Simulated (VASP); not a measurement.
Consider the following.

```
PtS2
1.0
    1.78627    -3.09391     0.00000
    1.78627     3.09391     0.00000
    0.00000     0.00000     6.05655
Pt S
1 2
Cartesian
  0.00000   0.00000   0.00000
  1.78627   1.03130   1.22723
  1.78627  -1.03130   4.82932
```

Level of theory: PBE GGA, VASP's PBE PAW potentials (set 64) (plane waves; VASP). Settings: 520 eV cut-off, 6×6×4 Γ-centred mesh, Gaussian smearing of 0.050 eV, potentials Pt S.

Without a dispersion term in the relaxation, distances and binding between the weakly bound layers, chains or molecules are unreliable, and so is what depends on them.

Task: Predict the energy per atom (σ→0).

Result: 
| Property | Result |
|---|---|
| energy per atom (σ→0) | -5.154 eV/atom |

The compound is PtS2 in the 1T layered structure. It was relaxed first, which changed the volume by +22 %.
